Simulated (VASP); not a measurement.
PtAl2 (fluorite): the lattice constant a from VASP (plane waves, PAW) at several levels of theory. Static lattice.

```
level        lattice constant a (Å)
-----------  ----------------------
RPBE                          5.975
AM05                          5.891
PBE-D3(BJ)                    5.882
PBE-D4                        5.886
optB88-vdW                    5.940
rev-vdW-DF2                   5.923
revTPSS                       5.897
```

The cell of the RPBE run:

```
Al2Pt
1.0
    0.00000     2.98745     2.98745
    2.98745     0.00000     2.98745
    2.98745     2.98745     0.00000
Al Pt
2 1
Cartesian
  1.49373   1.49373   1.49373
  4.48118   4.48118   4.48118
  0.00000   0.00000   0.00000
```

Only levels that ran to the end are used. Left out are those held back, those with too coarse a band path, GW runs whose mesh misses a band edge, hybrids' fits of cells that aren't cubic and levels without matching references; a question may draw on a part of the rest.

The compound is PtAl2 in the fluorite structure.
